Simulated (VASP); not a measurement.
Method: PBEsol GGA, VASP's PBE PAW potentials (set 64) (plane waves; VASP).

VASP input:

### INCAR
```
ALGO  =  Normal
EDIFF  =  1E-7
ENCUT  =  480
GGA  =  PS
ISIF  =  2
ISMEAR  =  1
ISPIN  =  2
LASPH  =  T
LCHARG  =  F
LMAXMIX  =  4
LORBIT  =  10
LREAL  =  F
LWAVE  =  F
MAGMOM  =  0.6
NELM  =  100
PREC  =  Accurate
SIGMA  =  0.1
SYSTEM  =  Ni
```

POSCAR:
```
Ni
1
    0.0000000000     1.6596615035     1.6596615035
    1.6596615035     0.0000000000     1.6596615035
    1.6596615035     1.6596615035     0.0000000000
Ni
1
Direct
  0.0000000000   0.0000000000   0.0000000000
```

KPOINTS:
```
Regular mesh
0
G
16 16 16
0 0 0
```

POTCAR, in this order: Ni (PBE.64 set). Program: vasp_std.

The resulting files:

**OSZICAR**
```
       N       E                     dE             d eps       ncg     rms          rms(c)
DAV:   1     0.195529108410E+02    0.19553E+02   -0.45869E+03  5380   0.140E+03
DAV:   2    -0.683194812129E+01   -0.26385E+02   -0.25425E+02  5322   0.162E+02
DAV:   3    -0.716595221918E+01   -0.33400E+00   -0.33376E+00  6006   0.240E+01
DAV:   4    -0.716886608381E+01   -0.29139E-02   -0.29135E-02  5913   0.192E+00
DAV:   5    -0.716893201932E+01   -0.65936E-04   -0.65934E-04  5832   0.252E-01    0.128E+01
DAV:   6    -0.623013945713E+01    0.93879E+00   -0.14300E+01  5483   0.649E+01    0.496E+00
DAV:   7    -0.603264436513E+01    0.19750E+00   -0.16502E+00  5519   0.213E+01    0.262E+00
DAV:   8    -0.600766505528E+01    0.24979E-01   -0.29613E-02  7323   0.202E+00    0.992E-01
DAV:   9    -0.600576997642E+01    0.18951E-02   -0.81121E-04  7554   0.263E-01    0.275E-01
DAV:  10    -0.600530474354E+01    0.46523E-03   -0.34435E-04  7075   0.160E-01    0.461E-02
DAV:  11    -0.600531366271E+01   -0.89192E-05   -0.28627E-06  5727   0.278E-02    0.203E-02
DAV:  12    -0.600531541733E+01   -0.17546E-05   -0.45124E-06  6607   0.221E-02    0.475E-03
DAV:  13    -0.600531570538E+01   -0.28805E-06   -0.13956E-07  2910   0.381E-03    0.776E-04
DAV:  14    -0.600531566917E+01    0.36207E-07   -0.11568E-08  2734   0.135E-03
   1 F= -.60053157E+01 E0= -.60053746E+01  d E =0.176722E-03  mag=     0.5694
```

### OUTCAR
```
------------------------ aborting loop because EDIFF is reached ----------------------------------------
  FORCE on cell =-STRESS in cart. coord.  units (eV):
  Direction    XX          YY          ZZ          XY          YZ          ZX
  --------------------------------------------------------------------------------------
  Total        2.2193363      2.2193363      2.2193363      0.0000000      0.0000000      0.0000000
  in kB      388.9064395    388.9064395    388.9064395      0.0000000      0.0000000      0.0000000
  external PRESSURE =     388.9064395 kB  Pullay stress =       0.0000000 kB
  volume of cell :        9.14
      direct lattice vectors                 reciprocal lattice vectors
     0.000000000  1.659661503  1.659661503    -0.301266252  0.301266252  0.301266252
     1.659661503  0.000000000  1.659661503     0.301266252 -0.301266252  0.301266252
     1.659661503  1.659661503  0.000000000     0.301266252  0.301266252 -0.301266252
 POSITION                                       TOTAL-FORCE (eV/Angst)
 -----------------------------------------------------------------------------------
      0.00000      0.00000      0.00000         0.000000      0.000000      0.000000
 -----------------------------------------------------------------------------------
    total drift:                                0.000000     -0.000000      0.000000
  FREE ENERGIE OF THE ION-ELECTRON SYSTEM (eV)
  ---------------------------------------------------
  free  energy   TOTEN  =        -6.0053156692 eV

  energy  without entropy=       -6.0054923912  energy(sigma->0) =       -6.00537458

 total charge

# of ion       s       p       d       tot
------------------------------------------
    1        0.584   0.681   8.422   9.687

 magnetization (x)

# of ion       s       p       d       tot
------------------------------------------
    1       -0.006  -0.024   0.594   0.564
```
(Selected blocks of OUTCAR.)

OUTCAR:
```
 val. band max:       11.8911103731   @ k =   0.3750   0.3125   0.0000

 cond. band min:      11.9003731908   @ k =   0.3750   0.1875   0.0000


 Fermi energy:        11.8970137713

 spin component 1

 k-point     1 :       0.0000    0.0000    0.0000
  band No.  band energies     occupation
      1       1.5422      1.00000
      2       8.9866      1.00000
      3       8.9866      1.00000
      4       8.9866      1.00000
      5      10.4834      1.00000
      6      10.4834      1.00000
      7      37.0296      0.00000
      8      42.2708      0.00000
      9      42.2708      0.00000

 k-point     2 :       0.0625    0.0000    0.0000
  band No.  band energies     occupation
      1       1.7167      1.00000
      2       8.9330      1.00000
      3       9.0308      1.00000
      4       9.0308      1.00000
      5      10.4634      1.00000
      6      10.4634      1.00000
      7      36.6914      0.00000
      8      40.2772      0.00000
      9      41.9915      0.00000

 k-point     3 :       0.1250    0.0000    0.0000
  band No.  band energies     occupation
      1       2.2281      1.00000
      2       8.7924      1.00000
      3       9.1416      1.00000
      4       9.1416      1.00000
      5      10.4249      1.00000
      6      10.4249      1.00000
      7      34.7644      0.00000
      8      38.5758      0.00000
      9      41.4263      0.00000

 k-point     4 :       0.1875    0.0000    0.0000
  band No.  band energies     occupation
      1       3.0346      1.00000
      2       8.6259      1.00000
      3       9.2495      1.00000
      4       9.2495      1.00000
      5      10.4357      1.00000
      6      10.4357      1.00000
      7      31.5318      0.00000
      8      37.9590      0.00000
      9      40.8689      0.00000

 k-point     5 :       0.2500    0.0000    0.0000
  band No.  band energies     occupation
      1       4.0382      1.00000
...
```

The compound is Ni in the fcc structure. This cell was strained or had an atom moved on purpose.
